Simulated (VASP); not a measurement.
Level of theory: LDA (Ceperley-Alder, Perdew-Zunger), VASP's LDA PAW potentials (set 64) (plane waves; VASP).

The input files of a VASP run:

**POSCAR**
```
NiSi2
1.0
  0.0000000000   2.6751668557   2.6751668557
  2.6751668557   0.0000000000   2.6751668557
  2.6751668557   2.6751668557   0.0000000000
Si Ni
2 1
Cart
  1.3375834279   1.3375834279   1.3375834279
  4.0127502835   4.0127502835   4.0127502835
  0.0000000000   0.0000000000   0.0000000000
```

**INCAR**
```
SYSTEM = NiSi2
PREC = Accurate; ENCUT = 400; LREAL = .False.
LASPH = .True.
EDIFF = 1E-6; NELM = 100; ALGO = Normal
LMAXMIX = 4
ISMEAR = 1; SIGMA = 0.1
IBRION = 2; NSW = 60; ISIF = 3
EDIFFG = -0.02
LWAVE = .False.; LCHARG = .False.
```

**KPOINTS**
```
kpoints
0
Gamma
  9 9 9
```

POTCAR, in this order: Si Ni (LDA.64 set). Program: vasp_std.

The resulting files:

**OUTCAR**
```
 ion  position               nearest neighbor table
   1  0.250  0.250  0.250-   3 2.32   3 2.32   3 2.32   3 2.32   2 2.68   2 2.68   2 2.68   2 2.68
                             2 2.68   2 2.68
   2  0.750  0.750  0.750-   3 2.32   3 2.32   3 2.32   3 2.32   1 2.68   1 2.68   1 2.68   1 2.68
                             1 2.68   1 2.68
   3  0.000  0.000  0.000-   2 2.32   1 2.32   2 2.32   1 2.32   2 2.32   2 2.32   1 2.32   1 2.32
  LATTYP: Found a face centered cubic cell.
 ALAT       =     5.3503337114
 Subroutine PRICEL returns:
 Original cell was already a primitive cell.
 Subroutine GETGRP returns: Found 48 space group operations
The static configuration has the point symmetry O_h .
The dynamic configuration has the point symmetry O_h .
 Subroutine INISYM returns: Found 48 space group operations
 Subroutine IBZKPT returns following result:
 Found     35 irreducible k-points:

 Following reciprocal coordinates:
            Coordinates               Weight
  0.000000  0.000000  0.000000      1.000000
  0.111111  0.000000  0.000000      8.000000
  0.222222  0.000000  0.000000      8.000000
  0.333333  0.000000  0.000000      8.000000
  0.444444  0.000000  0.000000      8.000000
  0.111111  0.111111  0.000000      6.000000
  0.222222  0.111111  0.000000     24.000000
  0.333333  0.111111  0.000000     24.000000
  0.444444  0.111111  0.000000     24.000000
 -0.444444  0.111111  0.000000     24.000000
 -0.333333  0.111111  0.000000     24.000000
 -0.222222  0.111111  0.000000     24.000000
 -0.111111  0.111111  0.000000     12.000000
  0.222222  0.222222  0.000000      6.000000
  0.333333  0.222222  0.000000     24.000000
  0.444444  0.222222  0.000000     24.000000
 -0.444444  0.222222  0.000000     24.000000
 -0.333333  0.222222  0.000000     24.000000
 -0.222222  0.222222  0.000000     12.000000
  0.333333  0.333333  0.000000      6.000000
  0.444444  0.333333  0.000000     24.000000
...
```

File OSZICAR:
```
       N       E                     dE             d eps       ncg     rms          rms(c)
DAV:   1     0.621104036261E+02    0.62110E+02   -0.67454E+03   918   0.117E+03
DAV:   2    -0.181135591863E+02   -0.80224E+02   -0.75270E+02   920   0.233E+02
DAV:   3    -0.218914116149E+02   -0.37779E+01   -0.36518E+01  1206   0.574E+01
DAV:   4    -0.219702973089E+02   -0.78886E-01   -0.78697E-01  1068   0.800E+00
DAV:   5    -0.219725689197E+02   -0.22716E-02   -0.22704E-02  1218   0.138E+00    0.165E+01
DAV:   6    -0.258703579760E+02   -0.38978E+01   -0.49247E+01   990   0.179E+02    0.233E+01
DAV:   7    -0.199882613164E+02    0.58821E+01   -0.15188E+01  1108   0.114E+02    0.377E+00
DAV:   8    -0.199603508526E+02    0.27910E-01   -0.20076E+00  1361   0.234E+01    0.277E+00
DAV:   9    -0.198984938041E+02    0.61857E-01   -0.28826E-01  1151   0.117E+01    0.533E-01
DAV:  10    -0.198976101387E+02    0.88367E-03   -0.99049E-03  1224   0.177E+00    0.255E-01
DAV:  11    -0.198973755848E+02    0.23455E-03   -0.70176E-04  1371   0.294E-01    0.454E-02
DAV:  12    -0.198973861479E+02   -0.10563E-04   -0.73100E-05  1222   0.194E-01    0.263E-02
DAV:  13    -0.198973788638E+02    0.72841E-05   -0.19881E-05  1272   0.122E-01    0.527E-03
DAV:  14    -0.198973790813E+02   -0.21755E-06   -0.19781E-06   746   0.205E-02
   1 F= -.19897379E+02 E0= -.19897480E+02  d E =-.198974E+02
       N       E                     dE             d eps       ncg     rms          rms(c)
DAV:   1    -0.199069742116E+02   -0.95953E-02   -0.85847E-02  1015   0.663E+00    0.914E-01
DAV:   2    -0.199237848293E+02   -0.16811E-01   -0.19737E-01  1136   0.121E+01    0.138E+00
DAV:   3    -0.198978268774E+02    0.25958E-01   -0.91132E-02  1096   0.815E+00    0.158E-01
DAV:   4    -0.198976131725E+02    0.21370E-03   -0.21734E-03   995   0.493E-01    0.385E-02
DAV:   5    -0.198975972902E+02    0.15882E-04   -0.85414E-05  1382   0.175E-01    0.150E-02
DAV:   6    -0.198975959169E+02    0.13733E-05   -0.71450E-06  1305   0.411E-02    0.331E-03
DAV:   7    -0.198975959513E+02   -0.34433E-07   -0.52001E-07   655   0.109E-02
   2 F= -.19897596E+02 E0= -.19897759E+02  d E =-.216870E-03
       N       E                     dE             d eps       ncg     rms          rms(c)
DAV:   1    -0.198984205414E+02   -0.82462E-03   -0.68751E-03  1023   0.187E+00    0.261E-01
DAV:   2    -0.198998020831E+02   -0.13815E-02   -0.16207E-02  1112   0.344E+00    0.392E-01
DAV:   3    -0.198976790928E+02    0.21230E-02   -0.72281E-03  1104   0.235E+00    0.405E-02
DAV:   4    -0.198976665263E+02    0.12567E-04   -0.18164E-04   955   0.102E-01    0.162E-02
DAV:   5    -0.198976628965E+02    0.36298E-05   -0.93435E-06  1156   0.732E-02    0.496E-03
DAV:   6    -0.198976627646E+02    0.13187E-06   -0.10384E-06   565   0.161E-02
   3 F= -.19897663E+02 E0= -.19897808E+02  d E =-.283683E-03
```

OUTCAR:
```
------------------------ aborting loop because EDIFF is reached ----------------------------------------
  FORCE on cell =-STRESS in cart. coord.  units (eV):
  Direction    XX          YY          ZZ          XY          YZ          ZX
  --------------------------------------------------------------------------------------
  Total       -0.0059612     -0.0059612     -0.0059612     -0.0000000      0.0000000     -0.0000000
  in kB       -0.2484185     -0.2484185     -0.2484185     -0.0000000      0.0000000     -0.0000000
  external PRESSURE =      -0.2484185 kB  Pullay stress =       0.0000000 kB
  volume of cell :       38.45
      direct lattice vectors                 reciprocal lattice vectors
     0.000000000  2.678823048  2.678823048    -0.186649133  0.186649133  0.186649133
     2.678823048 -0.000000000  2.678823048     0.186649133 -0.186649133  0.186649133
     2.678823048  2.678823048  0.000000000     0.186649133  0.186649133 -0.186649133
 POSITION                                       TOTAL-FORCE (eV/Angst)
 -----------------------------------------------------------------------------------
      1.33941      1.33941      1.33941        -0.000000     -0.000000     -0.000000
      4.01823      4.01823      4.01823         0.000000      0.000000      0.000000
      0.00000      0.00000      0.00000         0.000000      0.000000      0.000000
 -----------------------------------------------------------------------------------
    total drift:                               -0.000000     -0.000000      0.000000
  FREE ENERGIE OF THE ION-ELECTRON SYSTEM (eV)
  ---------------------------------------------------
  free  energy   TOTEN  =       -19.8976627646 eV

  energy  without entropy=      -19.8980977002  energy(sigma->0) =      -19.89780774

 reached required accuracy - stopping structural energy minimisation
```
(Selected blocks of OUTCAR.)

CONTCAR:
```
NiSi2
   1.00000000000000
     0.0000000000000000    2.6788230475215267    2.6788230475215267
     2.6788230475215267   -0.0000000000000000    2.6788230475215267
     2.6788230475215267    2.6788230475215267    0.0000000000000000
  Si              Ni
     2     1
Direct
     0.2500000000000000    0.2500000000000000    0.2500000000000000
     0.7500000000000000    0.7500000000000000    0.7500000000000000
     0.0000000000000000    0.0000000000000000    0.0000000000000000
```

OUTCAR:
```
 val. band max:       10.7412996076   @ k =   0.3333   0.2222   0.0000

 cond. band min:      10.8053741632   @ k =   0.1111   0.1111   0.0000


 Fermi energy:        10.7911327197

 k-point     1 :       0.0000    0.0000    0.0000
  band No.  band energies     occupation
      1      -3.3036      2.00000
      2       5.3516      2.00000
      3       5.3516      2.00000
      4       5.3516      2.00000
      5       7.0769      2.00000
      6       7.0769      2.00000
      7      10.5965      2.01892
      8      12.5066     -0.00000
      9      12.5066     -0.00000
     10      12.5066     -0.00000
     11      13.0020      0.00000
     12      13.0020      0.00000
     13      13.0020      0.00000

 k-point     2 :       0.1111    0.0000    0.0000
  band No.  band energies     occupation
      1      -3.1172      2.00000
      2       5.0024      2.00000
      3       5.4103      2.00000
      4       5.4103      2.00000
      5       7.0438      2.00000
      6       7.0438      2.00000
      7      10.0763      2.00000
      8      11.4240     -0.00000
      9      11.7308     -0.00000
     10      11.7308     -0.00000
     11      13.7380      0.00000
     12      13.7380      0.00000
     13      14.7252      0.00000

 k-point     3 :       0.2222    0.0000    0.0000
  band No.  band energies     occupation
      1      -2.5639      2.00000
      2       4.0384      2.00000
      3       5.5566      2.00000
      4       5.5566      2.00000
      5       6.9965      2.00000
      6       6.9965      2.00000
      7       8.5092      2.00000
      8      10.8244      0.47067
      9      10.8244      0.47067
     10      11.7957     -0.00000
     11      13.4211      0.00000
     12      13.4211      0.00000
     13      14.4191      0.00000

 k-point     4 :       0.3333    0.0000    0.0000
  band No.  band energies     occupation
      1      -1.6644      2.00000
      2       2.6372      2.00000
      3       5.7021      2.00000
...
```

The compound is NiSi2 in the fluorite structure. This run relaxes it. Symmetry was kept, so distortions that lower it aren't found. The start is the result of an earlier pass. The run is not spin-polarised, so no magnetic state was tried.
